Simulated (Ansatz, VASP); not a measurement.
# One calculation of Mg3W, two programs

```
CELL_PARAMETERS angstrom
4.20428 0.00000 0.00000
0.00000 4.20428 0.00000
0.00000 0.00000 4.20428
ATOMIC_POSITIONS crystal
Mg 0.00000 0.50000 0.50000
Mg 0.50000 0.00000 0.50000
Mg 0.50000 0.50000 0.00000
W 0.00000 0.00000 0.00000
```

Alike in both runs: functional PBE; k mesh 4 × 4 × 4; occupations gaussian, width 0.1 eV; no spin polarisation.

Ansatz relaxed the structure, and its values are those at the end. VASP's run is a single point on that final structure, the one shown.

```csv
,VASP,Ansatz
version,VASP 6.6.1,Ansatz 0.2.0
potentials or method,"VASP PAW PBE potentials, release 64 (Mg, W_sv)","scalar-relativistic, plane waves, PAW"
plane-wave cutoff (eV),520,420
valence electrons in the cell,20,44
```

|  | VASP | Ansatz | Ansatz less VASP |
| --- | --- | --- | --- |
| gap on the k mesh at the Fermi level (eV) | none | none | - |
| pressure (GPa) | -0.4 | -0.3 | +0.08 |

A gap of «none» marks a metal or a gap that the smearing closes. With one functional, cell and mesh, what is left measures potentials, basis and numerics. The two sets of potentials don't hold the same shells in valence.

Caveats: the k mesh is coarse (spacing up to 0.37 Å⁻¹), so the values aren't converged. The runs have no spin-orbit coupling, so splittings on W are missing.
